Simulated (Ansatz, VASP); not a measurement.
# ZnGe: VASP beside Ansatz, part 2 of 2

Wanted: the spread between two codes on one cell, functional and k mesh. The cell is invented: As first built, before any earlier steps moved the atoms (in the runner's words): it takes the TiZn structure with some of its atoms replaced by other elements, volume scaled by an estimate. It may not be a known or stable phase. The cell is taken from a series of VASP runs on this material, whose earlier steps may have relaxed, scaled or displaced it; both programs get it as it stands.

VASP 6.6.1 and Ansatz 0.2.0.

So far. Step 2 (VASP: band structure, PBEsol): At this level the cell is under a tension of 4.9 GPa, so at these settings it is away from equilibrium.

**5. VASP: band structure, RPBE**

Level of this step: RPBE; plane waves and PAW (Ge_d, Zn); invented cell (VASP).

With cell and atoms fixed, the geometry can't cause a difference; cores, projectors, grids and the points listed under the comparison can.

Input file INCAR:

```
SYSTEM = ZnGe
PREC = Accurate
ENCUT = 410
EDIFF = 1E-06
NELM = 100
ISMEAR = 0
SIGMA = 0.02
LREAL = .FALSE.
ALGO = Normal
GGA = RP
LORBIT = 11
LWAVE = .FALSE.
LCHARG = .FALSE.
KPAR = 4
```

Input file POSCAR:

```
ZnGe
1.0
    3.2898053742      0.0000000000      0.0000000000
    0.0000000000      3.2898053742      0.0000000000
    0.0000000000      0.0000000000      3.2898053742
Ge Zn
1 1
Direct
    0.5000000000      0.5000000000      0.5000000000
    0.0000000000      0.0000000000      0.0000000000
```

Input file KPOINTS:

```
Automatic mesh
0
Gamma
4 4 4
0 0 0
```

Input file KPOINTS_OPT:

```
Line mode
16
Line-mode
Reciprocal
  0.00000000   0.00000000   0.00000000 GAMMA
  0.00000000   0.50000000   0.00000000 X

  0.00000000   0.50000000   0.00000000 X
  0.50000000   0.50000000   0.00000000 M

  0.50000000   0.50000000   0.00000000 M
  0.00000000   0.00000000   0.00000000 GAMMA

  0.00000000   0.00000000   0.00000000 GAMMA
  0.50000000   0.50000000   0.50000000 R

  0.50000000   0.50000000   0.50000000 R
  0.00000000   0.50000000   0.00000000 X

  0.50000000   0.50000000   0.00000000 M
  0.50000000   0.50000000   0.50000000 R
```

Potentials, in the order of the species: Ge_d and Zn (PBE family, release 64).

The run is started by

```sh
mpirun -np 4 vasp_std
```

Numbers of over 12 decimals in the logs are rounded to 6 here.

What it wrote:

```text
[banner, memory and clock lines left out]
running    4 mpi-ranks, on    1 nodes
[...]
[... a notice as in an earlier step ...]

 LDA part: xc-table for (Slater+PW92), standard interpolation
 POSCAR, INCAR and KPOINTS ok, starting setup
[...]
entering main loop
       N       E                     dE             d eps       ncg     rms          rms(c)
DAV:   1     0.112497109531E+03    0.11250E+03   -0.12370E+04   348   0.330E+03
DAV:   2     0.591862197027E+01   -0.10658E+03   -0.10539E+03   340   0.399E+02
DAV:   3    -0.447758411591E+01   -0.10396E+02   -0.10367E+02   391   0.108E+02
DAV:   4    -0.468873383505E+01   -0.21115E+00   -0.21108E+00   371   0.157E+01
[...]
DAV:  10    -0.454166357988E+01    0.24253E-04   -0.18904E-04   402   0.165E-01    0.134E-02
DAV:  11    -0.454166466410E+01   -0.10842E-05   -0.13363E-05   385   0.365E-02    0.790E-03
DAV:  12    -0.454166522044E+01   -0.55634E-06   -0.19328E-06   307   0.192E-02
   1 F= -.45416652E+01 E0= -.45406305E+01  d E =-.206938E-02
 Start KPOINTS_OPT (optional k-point list driver)
k-point batch [1-10\96]
       N       E                     dE             ncg
DAV:   1    -0.840194637402E+03   -0.24321E+04      340
DAV:   2    -0.202222518931E+04   -0.11820E+04      348
DAV:   3    -0.214467234869E+04   -0.12245E+03      346
DAV:   4    -0.214704703004E+04   -0.23747E+01      368
DAV:   5    -0.214707557621E+04   -0.28546E-01      355
DAV:   6    -0.214707626336E+04   -0.68716E-03      384
DAV:   7    -0.214707628815E+04   -0.24792E-04      357
DAV:   8    -0.214707628919E+04   -0.10332E-05      297
DAV:   9    -0.214707628926E+04   -0.74759E-07      189
[...]
k-point batch [91-96\96]
       N       E                     dE             ncg
DAV:   1     0.352846609490E+04   -0.70518E+04      213
DAV:   2     0.288685744400E+04   -0.64161E+03      204
DAV:   3     0.282792189969E+04   -0.58936E+02      228
DAV:   4     0.282673671764E+04   -0.11852E+01      240
DAV:   5     0.282672219821E+04   -0.14519E-01      212
DAV:   6     0.282672189913E+04   -0.29908E-03      238
DAV:   7     0.282672189024E+04   -0.88929E-05      198
DAV:   8     0.282672188992E+04   -0.31454E-06      134
```

From OUTCAR (step 5):

```text
  Total        0.2504940      0.2504940      0.2504940     -0.0000000     -0.0000000      0.0000000
  in kB       11.2719060     11.2719060     11.2719060     -0.0000000     -0.0000000      0.0000000
  external PRESSURE =      11.2719060 kB  Pullay stress =       0.0000000 kB

  FREE ENERGIE OF THE ION-ELECTRON SYSTEM (eV)
  ---------------------------------------------------
  free  energy   TOTEN  =        -4.5416652204 eV

  energy  without entropy=       -4.5395958367  energy(sigma->0) =       -4.54063053

[... 3 parts as in an earlier step ...]

[... 1 further part left out ...]
[key lines of the parts left out:]
E-fermi :   4.3835
```

The run ends at a pressure of 1.13 GPa.

**6. Ansatz: band structure, RPBE**

The same cell, functional, mesh and smearing now go to Ansatz, which takes its cutoff from its data sets.

The cell is taken from a series of VASP runs on this material, whose earlier steps may have relaxed, scaled or displaced it; both programs get it as it stands.

Input file input.yaml:

```yaml
crystal:
  lattice:
    - [3.2898053742, 0.0, 0.0]
    - [0.0, 3.2898053742, 0.0]
    - [0.0, 0.0, 3.2898053742]
  atoms:
    - { symbol: Ge, position: [0.5, 0.5, 0.5] }
    - { symbol: Zn, position: [0.0, 0.0, 0.0] }
hamiltonian:
  xc: rpbe
  pseudopotentials: { kind: paw }
kpoints:
  mp_grid: { grid: [4, 4, 4] }
  band_path:
    path:
      - [0.0, 0.0, 0.0]
      - [0.0, 0.1, 0.0]
      - [0.0, 0.2, 0.0]
      - [0.0, 0.3, 0.0]
      - [0.0, 0.43333, 0.0]
      - [0.0, 0.5, 0.0]
      - [0.1, 0.5, 0.0]
      - [0.2, 0.5, 0.0]
      - [0.33333, 0.5, 0.0]
      - [0.43333, 0.5, 0.0]
      - [0.5, 0.5, 0.0]
      - [0.36667, 0.36667, 0.0]
      - [0.26667, 0.26667, 0.0]
      - [0.16667, 0.16667, 0.0]
      - [0.06667, 0.06667, 0.0]
      - [0.03333, 0.03333, 0.03333]
      - [0.13333, 0.13333, 0.13333]
      - [0.23333, 0.23333, 0.23333]
      - [0.33333, 0.33333, 0.33333]
      - [0.46667, 0.46667, 0.46667]
      - [0.46667, 0.5, 0.46667]
      - [0.36667, 0.5, 0.36667]
      - [0.23333, 0.5, 0.23333]
      - [0.13333, 0.5, 0.13333]
      - [0.03333, 0.5, 0.03333]
      - [0.5, 0.5, 0.03333]
      - [0.5, 0.5, 0.16667]
      - [0.5, 0.5, 0.26667]
      - [0.5, 0.5, 0.36667]
      - [0.5, 0.5, 0.5]
    npoints: 1
scf:
  occupations: { method: gaussian, width: 0.02 }
  n_extra_bands: 7
output:
  forces: true
  stress: true
  eigenvalues: true
```

The run is started by

```sh
ansatz run input.yaml --threads 2 --pin off --max-ram 4608MiB --backend cpu --events-out ev --progress --plain --runs-dir out
```

What it wrote:

```text
[...]
Crystal: 2 atoms, lattice volume = 35.605 Å³
Basis set: ecut = 420 eV, 739 PW (Γ), exchange–correlation on 48×48×48 points (8 copies of the dense FFT grid, shifted against one another)
Bands: 20, of which v1, the nominal top of the filled ones, is band 13 counted from 1 (12 counted from 0)
Symmetry: 48 space group operations
[...]
k-points: 10 of 64
[...]
k-point 0: bands = [... 9 lower, 3.4564, 3.4564, 11.8578, 11.8578, 11.8578, 12.5766, 16.5852, 16.5852, ... 3 higher]
  k-point 1: bands = [... 9 lower, 3.3740, 3.4611, 7.1536, 12.7946, 12.7946, 14.4497, 17.2421, 20.3921, ... 3 higher]
  k-point 2: bands = [... 9 lower, 3.2960, 3.4658, 4.3749, 14.5124, 14.5124, 16.2980, 17.3164, 17.4106, ... 3 higher]
  k-point 9: bands = [... 9 lower, 3.5945, 5.2424, 9.8449, 9.8449, 9.8449, 11.4459, 11.4459, 11.4459, ... 3 higher]
[key lines of the parts left out:]
SCF converged after 6 iterations
Free energy (F): -7624.773533 eV
Fermi energy:    10.058666 eV
P = ⅓ Tr σ = 1.5352 GPa (15.352 kbar)
```

It took 1.5 s on 2 threads of Arm Neoverse N1, shared host; peak memory 0.28 GiB; 2.4 s of CPU time.

**7. Differences**

The two programs side by side:

```
                                        quantity  Ansatz  VASP  difference
                                  pressure (GPa)    1.54  1.13       +0.41
pressure without Ansatz's Pulay correction (GPa)    1.46  1.13       +0.33
```

Levels from 3 eV below to 2 eV above the Fermi level differ by 3 meV r.m.s. and 5 meV at most; each VASP level is matched to the nearest of Ansatz, which flatters the figure a little. Ansatz's pressure holds a Pulay correction of 0.08 GPa; VASP's holds none.

**8. VASP: band structure, PBE, spin-orbit coupling**

With cell and atoms fixed, the geometry can't cause a difference; cores, projectors, grids and the points listed under the comparison can.

INCAR, as its differences from that of step 5:

```diff
@@ -9,3 +9,9 @@
 ALGO = Normal
-GGA = RP
+GGA = PE
+LNONCOLLINEAR = .TRUE.
+MAGMOM = 0 0 0 0 0 0
+NBANDS = 38
+GGA_COMPAT = .FALSE.
+LASPH = .TRUE.
+LSORBIT = .TRUE.
 LORBIT = 11
```

POSCAR is that of step 5.

Input file KPOINTS:

```
Automatic mesh
0
Gamma
5 5 5
0 0 0
```

KPOINTS_OPT is that of step 5.

The run is started by

```sh
mpirun -np 4 vasp_ncl
```

What it wrote:

```text
[banner, memory and clock lines left out]
running    4 mpi-ranks, on    1 nodes
[...]
LDA part: xc-table for (Slater+PW92), standard interpolation
 POSCAR, INCAR and KPOINTS ok, starting setup
[...]
entering main loop
       N       E                     dE             d eps       ncg     rms          rms(c)
DAV:   1     0.191505407674E+03    0.19151E+03   -0.10607E+04   942   0.294E+03
DAV:   2     0.267821821820E+02   -0.16472E+03   -0.15756E+03   760   0.620E+02
DAV:   3    -0.389269875850E+01   -0.30675E+02   -0.30270E+02   814   0.163E+02
DAV:   4    -0.511531043688E+01   -0.12226E+01   -0.12196E+01   886   0.381E+01
[...]
DAV:  10    -0.495012230833E+01    0.11682E-04   -0.19104E-04   826   0.149E-01    0.362E-02
DAV:  11    -0.495011830401E+01    0.40043E-05   -0.13467E-05   772   0.321E-02    0.119E-02
DAV:  12    -0.495011879195E+01   -0.48794E-06   -0.32918E-06   904   0.252E-02
   1 F= -.49501188E+01 E0= -.49490326E+01  d E =-.217245E-02  mag=     0.0000     0.0000     0.0000
 Start KPOINTS_OPT (optional k-point list driver)
k-point batch [1-10\96]
       N       E                     dE             ncg
DAV:   1    -0.144271996114E+03   -0.89534E+03      912
DAV:   2    -0.184264816829E+04   -0.16984E+04      760
DAV:   3    -0.216535038898E+04   -0.32270E+03      846
DAV:   4    -0.217916422817E+04   -0.13814E+02      856
DAV:   5    -0.217935746748E+04   -0.19324E+00      848
DAV:   6    -0.217936094382E+04   -0.34763E-02      842
DAV:   7    -0.217936104956E+04   -0.10574E-03      872
DAV:   8    -0.217936105403E+04   -0.44758E-05      790
DAV:   9    -0.217936105422E+04   -0.18471E-06      534
[...]
k-point batch [91-96\96]
       N       E                     dE             ncg
DAV:   1     0.373463230566E+04   -0.64718E+04      556
DAV:   2     0.282219692563E+04   -0.91244E+03      462
DAV:   3     0.265257913641E+04   -0.16962E+03      462
DAV:   4     0.264585021385E+04   -0.67289E+01      528
DAV:   5     0.264575196023E+04   -0.98254E-01      528
DAV:   6     0.264575020110E+04   -0.17591E-02      516
DAV:   7     0.264575015162E+04   -0.49471E-04      528
DAV:   8     0.264575014981E+04   -0.18183E-05      476
DAV:   9     0.264575014974E+04   -0.63885E-07      336
```

From OUTCAR (step 8):

```text
  Total        0.0076757      0.0076757      0.0076757     -0.0000000     -0.0000000     -0.0000000
  in kB        0.3453962      0.3453962      0.3453962     -0.0000000     -0.0000000     -0.0000000
  external PRESSURE =       0.3453962 kB  Pullay stress =       0.0000000 kB

 POSITION                                       TOTAL-FORCE (eV/Angst)
 -----------------------------------------------------------------------------------
      1.64490      1.64490      1.64490         0.000000      0.000000      0.000000
      0.00000      0.00000      0.00000         0.000000      0.000000      0.000000
 -----------------------------------------------------------------------------------
    total drift:                                0.000000     -0.000000     -0.000000

  FREE ENERGIE OF THE ION-ELECTRON SYSTEM (eV)
  ---------------------------------------------------
  free  energy   TOTEN  =        -4.9501187919 eV

  energy  without entropy=       -4.9479463445  energy(sigma->0) =       -4.94903257

 magnetization (x)
# of ion       s       p       d       tot
------------------------------------------
    1       -0.000   0.000  -0.000  -0.000
    2        0.000  -0.000   0.000   0.000
--------------------------------------------------
tot         -0.000  -0.000  -0.000  -0.000

 magnetization (y)
# of ion       s       p       d       tot
------------------------------------------
    1        0.000   0.000  -0.000  -0.000
    2        0.000  -0.000   0.000   0.000
--------------------------------------------------
tot          0.000  -0.000  -0.000   0.000

 magnetization (z)
# of ion       s       p       d       tot
------------------------------------------
    1       -0.000   0.000  -0.000  -0.000
    2        0.000  -0.000   0.000  -0.000
--------------------------------------------------
tot         -0.000  -0.000  -0.000  -0.000

[... 1 part as in an earlier step ...]

[... 2 further parts left out ...]
[key lines of the parts left out:]
E-fermi :   4.5196
```

The run ends at a pressure of 0.03 GPa.

**9. Ansatz: band structure, PBE, spin-orbit coupling**

The same cell, functional, mesh and smearing now go to Ansatz, which takes its cutoff from its data sets.

The cell is taken from a series of VASP runs on this material, whose earlier steps may have relaxed, scaled or displaced it; both programs get it as it stands.

input.yaml, as its differences from that of step 6:

```diff
@@ -9,6 +9,9 @@
 hamiltonian:
-  xc: rpbe
-  pseudopotentials: { kind: paw }
+  xc: pbe
+  pseudopotentials: { kind: paw_fr }
+magnetization:
+  noncollinear: true
+  spin_orbit: true
 kpoints:
-  mp_grid: { grid: [4, 4, 4] }
+  mp_grid: { grid: [5, 5, 5] }
   band_path:
@@ -48,3 +51,3 @@
   occupations: { method: gaussian, width: 0.02 }
-  n_extra_bands: 7
+  n_extra_bands: 14
 output:
```

The run is started by

```sh
ansatz run input.yaml --threads 2 --pin off --max-ram 4608MiB --backend cpu --events-out ev --progress --plain --runs-dir out
```

What it wrote:

```text
[...]
non-collinear run that drives no moment, with spin-orbit: no starting moment large enough to seed its density (crystal.atoms[].spin), no starting occupations that ask for one, no magnetisation constraint and no magnetic field, so the semilocal B_xc is pinned to zero
Crystal: 2 atoms, lattice volume = 35.605 Å³
[...]
k-point 1: bands = [... 22 lower, 7.9783, 7.9783, 12.2411, 12.2411, 12.4232, 12.4232, 13.9537, 13.9537, ... 10 higher]
  k-point 2: bands = [... 22 lower, 4.7295, 4.7295, 13.7743, 13.7743, 13.9836, 13.9836, 15.4207, 15.4207, ... 10 higher]
  k-point 9: bands = [... 22 lower, 8.0038, 8.0038, 9.1790, 9.1790, 9.2715, 9.2715, 11.3978, 11.3978, ... 10 higher]
[key lines of the parts left out:]
SCF converged after 8 iterations
Magnetization: |M| = 0.0000 μB,  M = (+0.0000, +0.0000, +0.0000) μB
Free energy (F): -7613.491050 eV
Fermi energy:    10.195642 eV
P = ⅓ Tr σ = 0.3275 GPa (3.275 kbar)
```

It took 8 s on 2 threads; peak memory 0.41 GiB; 15 s of CPU time.

**10. Comparison**

What differs besides the data sets and the points named for the pairs above, as far as they apply: spin-orbit coupling enters by fully relativistic files in Ansatz and inside the spheres in VASP. Total energies have different zeros and are not compared.

Both answers:

```
                                        quantity  Ansatz  VASP  difference
                                  pressure (GPa)    0.33  0.03       +0.29
pressure without Ansatz's Pulay correction (GPa)    0.26  0.03       +0.23
```

Levels from 3 eV below to 2 eV above the Fermi level differ by 3 meV r.m.s. and 6 meV at most; each VASP level is matched to the nearest of Ansatz, which flatters the figure a little. Ansatz's pressure holds a Pulay correction of 0.06 GPa; VASP's holds none.

**11. What came out**

| Item | Value |
| --- | --- |
| r.m.s. difference of levels near the Fermi level (band structure, PBEsol) | 2.8 meV |
| r.m.s. difference of levels near the Fermi level (band structure, RPBE) | 2.6 meV |
| r.m.s. difference of levels near the Fermi level (band structure, PBE, spin-orbit coupling) | 2.9 meV |

In words: The r.m.s. difference of levels near the Fermi level is 2.9 meV (band structure, PBE, spin-orbit coupling), within the 80 meV picked in this series as the mark of a large difference. 3 further runs of this series are not shown here. How closely two codes agree says nothing of how well the functional describes the real material.

[Lines on the potential files, build, host, timing and source positions are cut from VASP's logs without a mark.]

[Logs are printed without paths, hosts, clocks, repeated set-up lines and the standing remarks that a program may print on its own settings, such as how far it seeks lower states.]

[Hosts, paths, dates, database ids (printed as entryN), source tags and the programs' standing remarks are cut or masked in the printed files.]
